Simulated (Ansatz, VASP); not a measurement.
# Cross-check of Ge (amorphous Ge) between VASP and Ansatz

Aim: how closely do two programs agree when they are given the same cell, functional and k mesh? The cell is taken from a series of runs on this material, whose earlier steps may have relaxed, scaled, displaced or heated it; both programs get it as it stands.

Main program and level: Ansatz 0.2.0; plane waves, with VASP 6.6.1 beside it; single point at PBE.

## (1) The starting structure

The cell holds 61 atoms: 61 Ge. Its edges and angles: a = 11.207 Å, b = 11.207 Å, c = 11.207 Å, α = 90.0°, β = 90.0°, γ = 90.0°. As first built, before any earlier steps moved the atoms (in the runner's words): 61 atoms (61 Ge) placed at random at 5.23 g/cm^3, melted at 3500 K for 10 ps at fixed volume with the Tersoff potential (Tersoff, Phys. Rev. B 39, 5566 (1989)). Quenched from 3500 K to 300 K at 6 K/ps and fixed volume, annealed at 1300 K for 20 ps, held 5 ps.

## (2) VASP: single point, PBE

A single point gives forces, pressure and levels at one fixed geometry, so differences don't come from the geometry; what else differs is listed under the comparison.

Lines of VASP's logs that name or quote its potential files are left out, and so is its time.

The input, INCAR:

```
SYSTEM = Ge
PREC = Accurate
ENCUT = 500
EDIFF = 1E-06
NELM = 120
ISMEAR = 0
SIGMA = 0.05
LREAL = Auto
ALGO = Normal
GGA = PE
NBANDS = 496
LORBIT = 11
LWAVE = .FALSE.
LCHARG = .FALSE.
ISIF = 2
LASPH = .TRUE.
GGA_COMPAT = .FALSE.
EFERMI = MIDGAP
NCORE = 2
```

The input, POSCAR:

```
Ge
1.0
   11.2075000000      0.0000000000      0.0000000000
    0.0000000000     11.2075000000      0.0000000000
    0.0000000000      0.0000000000     11.2075000000
Ge
61
Direct
    0.9974600000      0.0950800000      0.0120800000
    0.0044100000      0.3964300000      0.7450300000
    0.0796400000      0.0408900000      0.7919100000
    0.7359700000      0.9321700000      0.6854700000
    0.0273800000      0.9903600000      0.3808900000
    0.8028200000      0.3549100000      0.8184300000
    0.7832400000      0.1018500000      0.5519700000
    0.4650200000      0.7763100000      0.3127300000
    0.1594000000      0.5830400000      0.2714800000
    0.9529100000      0.4788300000      0.5456000000
    0.5885800000      0.6239100000      0.6147200000
    0.3327800000      0.4383500000      0.3404300000
    0.7154200000      0.5554800000      0.7833200000
    0.5072700000      0.4050500000      0.6781000000
    0.8152500000      0.7216000000      0.3844700000
    0.5002000000      0.9820600000      0.0945100000
    0.3070300000      0.3498900000      0.7548800000
    0.5171500000      0.4453500000      0.2208800000
    0.9689700000      0.8204700000      0.4822800000
    0.4228900000      0.0738500000      0.9118900000
    0.5790000000      0.8465700000      0.5716700000
    0.5203100000      0.3647700000      0.0054500000
    0.6481100000      0.1443000000      0.3807600000
    0.3702200000      0.9019200000      0.6496400000
    0.0635200000      0.5640200000      0.8762400000
    0.4892900000      0.5362200000      0.8586700000
    0.2417900000      0.0441600000      0.3513900000
    0.5159100000      0.7667200000      0.9968200000
    0.1328500000      0.2226900000      0.6688400000
    0.1806400000      0.7428900000      0.1221800000
    0.4609600000      0.2616400000      0.4934900000
    0.2744100000      0.9346300000      0.8417700000
    0.8595600000      0.4299400000      0.1802700000
    0.7683000000      0.1212100000      0.9807500000
    0.9030000000      0.9806900000      0.1920100000
    0.2063000000      0.2480300000      0.2841600000
    0.2653500000      0.5747800000      0.7822200000
    0.6694500000      0.2477000000      0.6803200000
    0.6586900000      0.8755200000      0.3605000000
    0.2601600000      0.7114000000      0.6104400000
    0.7453500000      0.5417500000      0.4821300000
    0.9530900000      0.7826800000      0.0870300000
    0.6267200000      0.0960200000      0.8168900000
    0.8111300000      0.6460600000      0.1746500000
    0.1471900000      0.2699200000      0.0712700000
    0.0180500000      0.3328600000      0.3711200000
    0.3043600000      0.1009600000      0.5590100000
    0.3099100000      0.7374100000      0.9357300000
    0.7049300000      0.3687200000      0.3479900000
    0.0539300000      0.4696100000      0.0788600000
    0.9192900000      0.7405300000      0.8680200000
    0.9480300000      0.8867700000      0.7002400000
    0.6908200000      0.7677000000      0.8460800000
    0.7419200000      0.3232700000      0.0220800000
    0.9826600000      0.1607900000      0.5023700000
    0.3301400000      0.2672800000      0.9543200000
    0.6910000000      0.0198200000      0.1892000000
    0.0976700000      0.6375300000      0.4856600000
    0.5785500000      0.6476600000      0.1728900000
    0.4190600000      0.6239300000      0.4668500000
    0.3184600000      0.9060800000      0.1910100000
```

The input, KPOINTS:

```
Automatic mesh
0
Gamma
1 1 1
0 0 0
```

PAW data sets: Ge_d (PBE family, release 64).

Launch:

```sh
$ mpirun -np 8 vasp_gam
```

Numbers of over 12 decimals in the logs are rounded to 6 here.

What it wrote:

```text
[banner, memory and clock lines left out]
running    8 mpi-ranks, on    1 nodes
[...]
LDA part: xc-table for (Slater+PW92), standard interpolation
 POSCAR, INCAR and KPOINTS ok, starting setup
[...]
entering main loop
       N       E                     dE             d eps       ncg     rms          rms(c)
DAV:   1     0.177384935208E+05    0.17738E+05   -0.33934E+05  1008   0.536E+03
DAV:   2     0.424234333327E+04   -0.13496E+05   -0.12974E+05   992   0.123E+03
DAV:   3     0.636320376319E+03   -0.36060E+04   -0.34777E+04   992   0.331E+02
DAV:   4    -0.164970977171E+03   -0.80129E+03   -0.73799E+03  1120   0.143E+02
[...]
DAV:  17    -0.256447727206E+03   -0.43903E-05   -0.30813E-05  1184   0.249E-02    0.246E-03
DAV:  18    -0.256447729076E+03   -0.18706E-05   -0.16841E-05   904   0.199E-02    0.212E-03
DAV:  19    -0.256447729022E+03    0.54541E-07   -0.11706E-06   544   0.148E-02
   1 F= -.25644773E+03 E0= -.25644564E+03  d E =-.418211E-02
```

Parts of OUTCAR (step 2):

```text
  Total       12.7286861     39.6225732     31.5505974      7.5163390     -7.7820133      6.2261452
  in kB       14.4866483     45.0948572     35.9080587      8.5544226     -8.8567892      7.0860397
  external PRESSURE =      31.8298547 kB  Pullay stress =       0.0000000 kB

 POSITION                                       TOTAL-FORCE (eV/Angst)
 -----------------------------------------------------------------------------------
     11.17903      1.06561      0.13539        -0.260519     -0.177872     -0.625984
      0.04943      4.44299      8.34992        -0.531295     -0.293668     -0.043425
      0.89257      0.45827      8.87533         0.316420     -0.044950      1.091694
      8.24838     10.44730      7.68241        -0.435669      0.767069      1.371251
      0.30686     11.09946      4.26882         0.724733      0.731151     -1.102472
      8.99761      3.97765      9.17255         0.497007      0.283536     -0.466165
      8.77816      1.14148      6.18620        -0.523646      0.568099     -0.189890
      5.21171      8.70049      3.50492        -0.446970      0.068282     -0.206345
      1.78648      6.53442      3.04261         0.541732     -0.592685     -0.262073
     10.67974      5.36649      6.11481         0.271009     -0.007140     -0.296352
      6.59651      6.99247      6.88947        -0.407189     -0.390296     -0.511852
      3.72963      4.91281      3.81537         0.341311      0.403600      0.297074
      8.01807      6.22554      8.77906        -0.214345      0.203296      0.528318
      5.68523      4.53960      7.59981         0.124423     -0.401270     -1.161973
[...]
-----------------------------------------------------------------------------------
    total drift:                                0.007569     -0.003126      0.009904

  FREE ENERGIE OF THE ION-ELECTRON SYSTEM (eV)
  ---------------------------------------------------
  free  energy   TOTEN  =      -256.4477290218 eV

  energy  without entropy=     -256.4435469116  energy(sigma->0) =     -256.44563797

[... 3 further parts left out ...]
[key lines of the parts left out:]
E-fermi :   4.6190
```

The run ends at a pressure of 3.18 GPa, with forces up to 2.1 eV/Å.

## (3) Ansatz: single point, PBE

Ansatz runs on its default PAW (the set named soft_2) files.

The same cell, functional, mesh and smearing now go to Ansatz, which takes its cutoff from its data sets.

The input, input.yaml:

```yaml
crystal:
  lattice:
    - [11.2075, 0.0, 0.0]
    - [0.0, 11.2075, 0.0]
    - [0.0, 0.0, 11.2075]
  atoms:
    - { symbol: Ge, position: [0.99746, 0.09508, 0.01208] }
    - { symbol: Ge, position: [0.00441, 0.39643, 0.74503] }
    - { symbol: Ge, position: [0.07964, 0.04089, 0.79191] }
    - { symbol: Ge, position: [0.73597, 0.93217, 0.68547] }
    - { symbol: Ge, position: [0.02738, 0.99036, 0.38089] }
    - { symbol: Ge, position: [0.80282, 0.35491, 0.81843] }
    - { symbol: Ge, position: [0.78324, 0.10185, 0.55197] }
    - { symbol: Ge, position: [0.46502, 0.77631, 0.31273] }
    - { symbol: Ge, position: [0.1594, 0.58304, 0.27148] }
    - { symbol: Ge, position: [0.95291, 0.47883, 0.5456] }
    - { symbol: Ge, position: [0.58858, 0.62391, 0.61472] }
    - { symbol: Ge, position: [0.33278, 0.43835, 0.34043] }
    - { symbol: Ge, position: [0.71542, 0.55548, 0.78332] }
    - { symbol: Ge, position: [0.50727, 0.40505, 0.6781] }
    - { symbol: Ge, position: [0.81525, 0.7216, 0.38447] }
    - { symbol: Ge, position: [0.5002, 0.98206, 0.09451] }
    - { symbol: Ge, position: [0.30703, 0.34989, 0.75488] }
    - { symbol: Ge, position: [0.51715, 0.44535, 0.22088] }
    - { symbol: Ge, position: [0.96897, 0.82047, 0.48228] }
    - { symbol: Ge, position: [0.42289, 0.07385, 0.91189] }
    - { symbol: Ge, position: [0.579, 0.84657, 0.57167] }
    - { symbol: Ge, position: [0.52031, 0.36477, 0.00545] }
    - { symbol: Ge, position: [0.64811, 0.1443, 0.38076] }
    - { symbol: Ge, position: [0.37022, 0.90192, 0.64964] }
    - { symbol: Ge, position: [0.06352, 0.56402, 0.87624] }
    - { symbol: Ge, position: [0.48929, 0.53622, 0.85867] }
    - { symbol: Ge, position: [0.24179, 0.04416, 0.35139] }
    - { symbol: Ge, position: [0.51591, 0.76672, 0.99682] }
    - { symbol: Ge, position: [0.13285, 0.22269, 0.66884] }
    - { symbol: Ge, position: [0.18064, 0.74289, 0.12218] }
    - { symbol: Ge, position: [0.46096, 0.26164, 0.49349] }
    - { symbol: Ge, position: [0.27441, 0.93463, 0.84177] }
    - { symbol: Ge, position: [0.85956, 0.42994, 0.18027] }
    - { symbol: Ge, position: [0.7683, 0.12121, 0.98075] }
    - { symbol: Ge, position: [0.903, 0.98069, 0.19201] }
    - { symbol: Ge, position: [0.2063, 0.24803, 0.28416] }
    - { symbol: Ge, position: [0.26535, 0.57478, 0.78222] }
    - { symbol: Ge, position: [0.66945, 0.2477, 0.68032] }
    - { symbol: Ge, position: [0.65869, 0.87552, 0.3605] }
    - { symbol: Ge, position: [0.26016, 0.7114, 0.61044] }
    - { symbol: Ge, position: [0.74535, 0.54175, 0.48213] }
    - { symbol: Ge, position: [0.95309, 0.78268, 0.08703] }
    - { symbol: Ge, position: [0.62672, 0.09602, 0.81689] }
    - { symbol: Ge, position: [0.81113, 0.64606, 0.17465] }
    - { symbol: Ge, position: [0.14719, 0.26992, 0.07127] }
    - { symbol: Ge, position: [0.01805, 0.33286, 0.37112] }
    - { symbol: Ge, position: [0.30436, 0.10096, 0.55901] }
    - { symbol: Ge, position: [0.30991, 0.73741, 0.93573] }
    - { symbol: Ge, position: [0.70493, 0.36872, 0.34799] }
    - { symbol: Ge, position: [0.05393, 0.46961, 0.07886] }
    - { symbol: Ge, position: [0.91929, 0.74053, 0.86802] }
    - { symbol: Ge, position: [0.94803, 0.88677, 0.70024] }
    - { symbol: Ge, position: [0.69082, 0.7677, 0.84608] }
    - { symbol: Ge, position: [0.74192, 0.32327, 0.02208] }
    - { symbol: Ge, position: [0.98266, 0.16079, 0.50237] }
    - { symbol: Ge, position: [0.33014, 0.26728, 0.95432] }
    - { symbol: Ge, position: [0.691, 0.01982, 0.1892] }
    - { symbol: Ge, position: [0.09767, 0.63753, 0.48566] }
    - { symbol: Ge, position: [0.57855, 0.64766, 0.17289] }
    - { symbol: Ge, position: [0.41906, 0.62393, 0.46685] }
    - { symbol: Ge, position: [0.31846, 0.90608, 0.19101] }
kpoints:
  mp_grid: { grid: [1, 1, 1] }
hamiltonian:
  xc: pbe
scf:
  occupations: { method: gaussian, width: 0.05 }
output:
  forces: true
  stress: true
  populations: intrinsic
  dos:
    method: { smearing: { sigma: 0.08 } }
    de: 0.1
    projected: { site_lists: { Ge: [Ge] } }
  eigenvalues: true
  write_density: true
  write_potential: true
  volumetric_format: npy
  elf: true
```

Launch:

```sh
$ ansatz run input.yaml --threads 4 --pin off --max-ram 8192MiB --backend cpu --events-out ev --progress --plain --runs-dir out
```

What it wrote:

```text
Engine: ansatz 0.2.0, aarch64-unknown-linux-gnu
Pseudopotentials: kind: paw
Pseudopotential: Ge, paw, valence charge 14, recommended cutoff 420 eV (normal), Ge.paw.azcp
Functional definition: PBE
  parameter kappa = 0.804
  parameter beta = 0.066725
  exchange = pbe_x(kappa = kappa, mu = beta*pi^2/3)
  correlation = pbe_c(beta = beta)
Crystal: 61 atoms, lattice volume = 1407.752 Å³
Basis set: ecut = 420 eV, 27609 PW (Γ), exchange–correlation on 150×150×150 points (8 copies of the dense FFT grid, shifted against one another)
Bands: 513, of which v1, the nominal top of the filled ones, is band 427 counted from 1 (426 counted from 0)
Symmetry: 1 space group operations
Space group: P1 (ITA 1), of the structure as read, at distance tolerance 1.1e-4 Å
k-points: 1
Non-local potential: Ge, projectors of the file, l = 0: 2, l = 1: 2, l = 2: 3, l = 3: 1
PAW form: soft (Blöchl's): semilocal exchange-correlation on the pseudo side does not see the compensation charge
PAW one-centre angular grid: Ge, 590 points (default); XC on 64 Gauss nodes
Initial density: superposition of atomic densities (neutral atoms: chi_scale 0, normalization atom), corrected by the library's trained network
Initial wavefunctions: pseudopotential atomic-orbital guess
Functional: x = pbe(κ = 0.804, μ = 0.219515), c = pbe(β = 0.066725)
SCF iter   1: F=—  HF=-261975.049079 eV  |F-HF|=—  |Δ(HF+E_count)|=         —  Δρ=4.31e-3  dr2=9.09e-1  ethr=1.77e-3  ⟨swp⟩=6.0  Hψ=1810  notcnv=0
preconditioner: auto → Resta (q_TF=auto, 2.510 Å⁻¹)  ε∞=2.7  [insulator: Δε(μ)=0.223 eV  Ē_g=22.099 eV  σ=0.050 eV  W_gap=1.00  n_scr=388 (ndim 8)  ℏωp=28.9 eV  f_vac=0.073  D(μ)=0.31/eV (n_scr^D=0)  ε∞_Penn≈2.7]
SCF iter   2: F=—  HF=-261974.912574 eV  |F-HF|=—  |Δ(HF+E_count)|=   1.37e-1  Δρ=2.56e-3  dr2=4.94e-1  ethr=1.06e-4  ⟨swp⟩=2.0  Hψ=614  notcnv=0  defer=75
preconditioner: auto → LDOS  [insulator: Δε(μ)=0.162 eV  Ē_g=22.073 eV  σ=0.050 eV  W_gap=0.98  n_scr=388 (ndim 8)  ℏωp=28.9 eV  f_vac=0.074  D(μ)=3.33/eV (n_scr^D=6)  ε∞_Penn≈2.7  β→1.0]
SCF iter   3: F=—  HF=-261974.867851 eV  |F-HF|=—  |Δ(HF+E_count)|=   4.47e-2  Δρ=9.56e-4  dr2=6.36e-2  ethr=5.79e-5  ⟨swp⟩=2.0  Hψ=534  notcnv=0  defer=75
SCF iter   4: F=—  HF=-261974.862667 eV  |F-HF|=—  |Δ(HF+E_count)|=   5.18e-3  Δρ=3.11e-4  dr2=4.22e-3  ethr=7.45e-6  ⟨swp⟩=2.0  Hψ=537  notcnv=0  defer=75
SCF iter   5: F=—  HF=-261974.862310 eV  |F-HF|=—  |Δ(HF+E_count)|=   3.58e-4  Δρ=1.09e-4  dr2=3.84e-4  ethr=4.94e-7  ⟨swp⟩=2.0  Hψ=640  notcnv=0  defer=75
SCF iter   6: F=—  HF=-261974.862314 eV  |F-HF|=—  |Δ(HF+E_count)|=   4.42e-6  Δρ=3.71e-5  dr2=2.59e-5  ethr=4.49e-8  ⟨swp⟩=2.0  Hψ=554  notcnv=0  defer=75
SCF iter   7: F=—  HF=-261974.861395 eV  |F-HF|=—  |Δ(HF+E_count)|=   9.19e-4  Δρ=1.28e-5  dr2=3.82e-6  ethr=3.03e-9  ⟨swp⟩=2.0  Hψ=929  notcnv=0  defer=75
SCF iter   8: F=—  HF=-261974.861398 eV  |F-HF|=—  |Δ(HF+E_count)|=   2.19e-6  Δρ=3.62e-6  dr2=2.31e-7  ethr=4.47e-10  ⟨swp⟩=2.0  Hψ=561  notcnv=0  defer=75
SCF iter   9: F=-261974.861398 eV  HF=-261974.861398 eV  |F-HF|=6.75e-9  |Δ(HF+E_count)|=   2.23e-7  Δρ=1.18e-6  dr2=2.55e-8  ethr=1.17e-11  ⟨swp⟩=12.0  Hψ=3416  notcnv=0
SCF 1 converged in 9 iterations: F = -261974.861398 eV  dr2 = 2.55e-8
  greatest PAW one-centre occupation: 0.998 electrons in one spin orbital (limit 2), on the Ge atom at site 20 (counted from 0), in its partial waves of l = 2
SCF converged after 9 iterations
Free energy (F): -261974.861398 eV
Harris-Foulkes:  -261974.861398 eV  (|F-HF|=6.75e-9)
Internal energy: -261974.857215 eV  (E = F + TS)
E sigma→0 (E₀):  -261974.859306 eV
Entropy (-TS):   -0.004183 eV (-0.069 meV/atom)
Fermi energy:    8.138941 eV
--- Per-component energies (eV) ---
  E_band       = -9284.462592
  E_kinetic    = 6776.492939
  E_local      = -153274.652784  (includes V_loc(G=0)·N_el)
  E_nonlocal   = 25462.157840
  E_hartree    = 67315.981442
  E_xc         = -4605.083493
  E_vxc        = -3931.702927  (∫ρ·V_xc dr)
  E_paw        = -123135.794679  (= ΣΔE_a)
  E_vpaw       = -18948.722600  (= ΣTr[D̂ρ^β])
  E_aug_tail   = 0.018870  (compensation charges beyond the density's cutoff)
  E_ewald      = -80513.977351
  E_smearing   = -0.004183  (= −TS)
  E_closure    = -0.000000  (closes the sum)
  Σ components = -261974.861398   (vs F -261974.861398, Δ=0.00e0)
--- Forces (eV/Å), atoms counted from 1 ---
  atom   1  Ge    -0.26011071    -0.17671111    -0.62495797
  atom   2  Ge    -0.52565570    -0.29302648    -0.04556358
  atom   3  Ge     0.31464375    -0.04460323     1.09103639
  atom   4  Ge    -0.43373329     0.76744901     1.37356284
  atom   5  Ge     0.72610334     0.73375528    -1.10622336
  atom   6  Ge     0.49427163     0.28329751    -0.46532423
  atom   7  Ge    -0.52482731     0.56533006    -0.18761335
  atom   8  Ge    -0.44718739     0.06951899    -0.20663536
  atom   9  Ge     0.54173587    -0.59371413    -0.25937865
[...]
atom  27  Ge    -0.09724740    -0.70995590     0.11755409
  atom  28  Ge     0.75393849     0.07484400     0.51742820
  atom  29  Ge     0.03792187    -0.45763547     0.03900487
  atom  30  Ge    -0.04427164     0.31278050    -0.03229021
  atom  31  Ge    -0.08896382    -0.16158385    -0.39221121
  atom  32  Ge    -0.69674515    -0.26215357     0.20734193
  atom  33  Ge     0.15064480    -0.29205209     0.34585227
  atom  34  Ge     0.75538659    -1.02266388     0.52801191
  atom  35  Ge     1.33511899    -0.46244264    -0.53740960
  atom  36  Ge    -0.13042318     0.53997686    -0.19186819
  atom  37  Ge     0.05425294    -0.11100629     0.27965522
  atom  38  Ge     0.08670543     0.71045626    -0.41559283
  atom  39  Ge    -0.33414161    -0.20934987     0.43326993
  atom  40  Ge     0.39155133    -0.34391716    -0.51377974
  atom  41  Ge     0.41458110    -0.30579645     0.20200119
[...]
atom  54  Ge    -0.45003655     0.98188613     0.26719301
  atom  55  Ge     0.14336333     0.45726422     0.08112151
  atom  56  Ge     0.37390347    -0.37477324    -0.06551959
  atom  57  Ge    -0.26697451     0.84474559     0.32131016
  atom  58  Ge    -0.36988369     0.55250461    -0.26442533
  atom  59  Ge     0.24109425     0.24234662    -0.28932636
  atom  60  Ge    -0.64494924    -0.64971215    -0.09459460
  atom  61  Ge     0.20779743     0.16895436     0.77773969
  max |Σ_I F_I| component: 8.33e-6 eV/Å
--- Stress (GPa, compression-positive) ---
        1.550086       0.856897       0.708425
        0.856897       4.612752      -0.888670
        0.708425      -0.888670       3.691488
  P = ⅓ Tr σ = 3.2848 GPa (32.848 kbar)
--- Band table (eV) ---
  k-point 0: bands = [... 423 lower, 7.7414, 7.8039, 7.8841, 8.0583, 8.2196, 8.2863, 8.4103, 8.4208, ... 82 higher]
--- intrinsic populations: 61 sites ---
  site symbol       q [e]
     0     Ge     13.9923
     1     Ge     13.9937
     2     Ge     13.9689
     3     Ge     14.0440
     4     Ge     14.0299
     5     Ge     13.9672
     6     Ge     13.9864
     7     Ge     14.0670
     8     Ge     14.0164
     9     Ge     13.9762
    10     Ge     14.0154
    11     Ge     14.0709
    12     Ge     13.9874
    13     Ge     13.9981
    14     Ge     14.0310
    15     Ge     13.9703
    16     Ge     13.9680
    17     Ge     14.0287
    18     Ge     13.9781
    19     Ge     13.9836
    20     Ge     13.9591
    21     Ge     14.0412
    22     Ge     13.9978
    23     Ge     13.9697
[...]
53     Ge     13.9922
    54     Ge     14.0135
    55     Ge     13.9945
    56     Ge     14.0008
    57     Ge     13.9835
    58     Ge     13.9683
    59     Ge     13.9377
    60     Ge     14.0295
  spilling = -0.000000 (of n_electrons = 854.000000)
```

Reading the cycles: dr2 is the Hartree energy of the density residual (eV), the measure of convergence; HF is the Harris–Foulkes estimate of the energy, which meets the free energy F at convergence.

## (4) Differences

Known differences besides the potentials themselves: the cutoff is 420 eV in Ansatz and 500 eV in VASP (PREC = Accurate, projectors in real space). Total energies have different zeros and are not compared.

Both answers:

```csv
quantity,Ansatz,VASP,difference
pressure (GPa),3.28,3.18,+0.10
gap on the k mesh (eV),0.161,0.161,0.000
```

Forces on 9 of the 61 atoms, those with the largest forces and the largest differences (eV/Å; atoms numbered as in POSCAR):

```csv
atom,"Ansatz x, y, z","VASP x, y, z"
Ge4,"-0.434, 0.767, 1.374","-0.436, 0.767, 1.371"
Ge5,"0.726, 0.734, -1.106","0.725, 0.731, -1.102"
Ge15,"-1.135, -0.176, -0.991","-1.134, -0.173, -0.989"
Ge19,"1.044, -0.960, 1.508","1.042, -0.960, 1.501"
Ge22,"0.248, 0.838, 1.110","0.247, 0.839, 1.111"
Ge26,"0.895, 0.220, 0.791","0.899, 0.220, 0.797"
Ge35,"1.335, -0.462, -0.537","1.332, -0.462, -0.536"
Ge38,"0.087, 0.710, -0.416","0.086, 0.705, -0.409"
Ge43,"-0.664, -1.227, 0.135","-0.663, -1.221, 0.132"
```

The forces differ by 2.1 meV/Å r.m.s., which is 0.4 % of the r.m.s. force of 0.525 eV/Å (both taken over all components). A gap on the mesh is an upper bound, since the band edges may lie between its points.

## (5) What came out

```yaml
r_m_s_force_difference_single_point_pbe: 0.40 % of the r.m.s. force
```

In words: The r.m.s. force difference is 0.40 % of the r.m.s. force (single point, PBE), within the 3 % picked in this series as the mark of a large difference. Such differences can come from data sets, numerical settings and the points named under the comparisons, not from the functional's error against experiment.

[Lines on the potential files, build, host, timing and source positions are cut from VASP's logs without a mark.]

[Logs are printed without paths, hosts, clocks, repeated set-up lines and the standing remarks that a program may print on its own settings, such as how far it seeks lower states.]

[Hosts, paths, dates, database ids (printed as entryN), source tags and the programs' standing remarks are cut or masked in the printed files.]
